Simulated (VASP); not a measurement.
Data:

```
CELL_PARAMETERS angstrom
      0.00000     2.55870     2.55870
      2.55870     0.00000     2.55870
      2.55870     2.55870     0.00000
ATOMIC_POSITIONS crystal
  Be 0.00000 0.00000 0.00000
  Se 0.25000 0.25000 0.25000
```

Computed with optB86b-vdW, VASP's PBE PAW potentials (set 64) (plane waves; VASP 6.6.1). Numerical set-up: 520 eV cut-off, 9×9×9 Γ-centred mesh, Gaussian smearing of 0.050 eV, potentials Be Se.

Problem. Estimate the energy per atom (σ→0), pressure.

Solution. 
```yaml
energy per atom (σ→0): -3.459 eV/atom
pressure: 2.50 GPa
```

The absolute energy has meaning only against runs of the same code, potentials and settings.

The compound is BeSe in the zinc blende structure. This cell is one point of a volume scan, at 0.97 of the reference volume.
